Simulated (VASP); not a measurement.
Given:

```yaml
crystal:
  lattice:
    - [0.00000, 2.73182, 2.73182]
    - [2.73182, 0.00000, 2.73182]
    - [2.73182, 2.73182, 0.00000]
  atoms:
    - { symbol: Ce, position: [0.00000, 0.00000, 0.00000] }
    - { symbol: O, position: [0.25000, 0.25000, 0.25000] }
    - { symbol: O, position: [0.75000, 0.75000, 0.75000] }
```

Level of theory: PBE GGA, VASP's PBE PAW potentials (set 64) (plane waves; VASP). Run with 600 eV cut-off, 6×6×6 Γ-centred mesh, Gaussian smearing of 0.050 eV, potentials Ce O.

**Question.** Predict the energy per atom (σ→0).

**Answer.** 
| Property | Value |
|---|---|
| energy per atom (σ→0) | -8.745 eV/atom |

The compound is CeO2 in the fluorite structure. It was relaxed first. The run is not spin-polarised, so no magnetic state was tried.
